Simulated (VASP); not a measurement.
TiMoSe3: relaxation of cell and atoms with PBE

The system is TiMoSe3.

```
Ti Mo Se
1.0
     3.31177    1.91205    2.73242
    -3.31177    1.91205    2.73242
     0.00000   -3.82410    2.73242
Ti Mo Se
1 1 3
Direct
  0.50000 0.50000 0.50000
  0.00000 0.00000 0.00000
  0.00000 0.50000 0.50000
  0.50000 0.00000 0.50000
  0.50000 0.50000 0.00000
```

The cell was built by a generator and needn't be a form met in nature.

```
Program                : VASP 6.6.1
Task                   : relaxation of cell and atoms
Functional             : PBE
Potentials or basis    : VASP PAW PBE potentials, release 64 (Ti_sv, Mo_sv, Se)
Cutoff                 : 520 eV
k mesh                 : 3 × 3 × 3
Occupations            : gaussian, width 0.15 eV
Spin                   : no spin polarisation
Further INCAR settings : PREC = Normal; ALGO = Fast; EDIFF = 0.0001; IBRION = 2; EDIFFG = -0.08; NSW = 24; ISIF = 3
```

```
Relaxed volume                         : 22.45 Å³/atom
Relaxed cell                           : a = 4.824 Å, b = 4.824 Å, c = 4.824 Å, α = 89.61°, β = 89.61°, γ = 89.61°
Space group after relaxing (to 0.05 Å) : R-3m (No. 166)
Energy gained by relaxing              : 33.9 meV/atom
Ionic steps                            : 3
Pressure after relaxing                : -0.1 GPa
Band gap on the k mesh                 : none (metal or under the smearing width)
```

Step by step:
| step | energy change (eV) | largest force (eV/Å) | pressure (GPa) | volume (Å³) |
| --- | --- | --- | --- | --- |
| 1 | 0.0000 | 0.0000 | 6.79 | 103.81 |
| 2 | -0.1113 | 0.0000 | -3.22 | 117.61 |
| 3 | -0.1696 | 0.0000 | -0.10 | 112.23 |

Final structure:
```xyz
5
Lattice="3.3993 1.9626 2.8038 -3.3993 1.9626 2.8038 0.0000 -3.9252 2.8038" Properties=species:S:1:pos:R:3 pbc="T T T"
Ti    0.0000    0.0000    4.2057
Mo    0.0000    0.0000    0.0000
Se   -1.6997   -0.9813    2.8038
Se    1.6997   -0.9813    2.8038
Se    0.0000    1.9626    2.8038
```

Levels at points of the mesh, in eV from the Fermi level:
| k point | band 19 | band 20 | band 21 | band 22 | band 23 | band 24 | band 25 | band 26 |
| --- | --- | --- | --- | --- | --- | --- | --- | --- |
| (0.00, 0.00, 0.00) | -0.82 | -0.79 | -0.59 | -0.59 | -0.44 | -0.37 | -0.37 | 0.31 |

It took 29 s on 1 thread of Intel(R) Xeon(R) 6975P-C (Granite Rapids), with other jobs on the host, peak memory 0.16 GiB.

Caveat: the k mesh is coarse (spacing up to 0.45 Å⁻¹), so the values aren't converged; the relaxation stopped at a loose force limit of 0.08 eV/Å, so its end isn't a converged minimum.
